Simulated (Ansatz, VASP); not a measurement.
One structure in several programs: CoO (Fm-3m, 4 atoms in the cell)

Self-consistent single point, at a second geometry (lattice scaled by 0.98). First geometry:

```
CoO
1.0
    4.26000     2.13000     2.13000
    2.13000     4.26000     2.13000
    2.13000     2.13000     4.26000
Co O
2 2
Direct
  0.00000   0.00000   0.00000
  0.50000   0.50000   0.50000
  0.25000   0.25000   0.25000
  0.75000   0.75000   0.75000
```
Moments meant for the start (each program seeds them in its own way; μB, in the order of the atoms Co Co O O): 3.0 -3.0 0.0 0.0.

Shared settings, as Ansatz (a quantum-chemistry and plane-wave program) writes them: kpoints.mp_grid.grid = 6 6 6; scf.occupations.method = fermi_dirac; scf.occupations.width = 0.01 eV. Potentials and cutoffs stand in the table.

```
code                                      model  ΔF from the first geometry (meV/atom)  pressure (GPa)   cutoff
------  ---------------------------------------  -------------------------------------  --------------  -------
VASP    PBE, VASP's PBE PAW potentials (set 64)                                    6.1            1.20   400 eV
Ansatz                   PBE, default PAW files                                    7.4            6.71  default
```

For VASP (by 5.0 GPa) the energy change implies a higher mean pressure, against the two pressures, than for the other programs: a sign of finite-basis (Pulay) stress.

On Ansatz's run: the magnetic order is the one reached from the typed start; others were not searched systematically. The program warned that, by what it read of turns of the moments, another magnetic order lies lower.

The spread over the programs that give each value: ΔF from the first geometry within 1.3 meV/atom; pressure within 5.51 GPa.

Ansatz's pressure is given at a fixed set of plane waves, as the other plane-wave codes print theirs; with its correction for the finite basis it is 7.49 GPa (the shift of 0.78 GPa shows how far the cutoff is from converged).

The shared mesh is coarse (it stands for a supercell whose shortest vector is 18 Å), so the values are not converged in it.

VASP's run is marked for a possible Pulay error in its stress at this cutoff; no cutoff test was made.

The starting cell has typed, rounded lattice constants, without a prior relaxation at this level. For this run, on top of that: lattice scaled by 0.98.

Left out of this page: ABINIT (with a known weakness of the program); SIESTA (not drawn, or without a comparable value).

Keys are those of Ansatz 0.2.
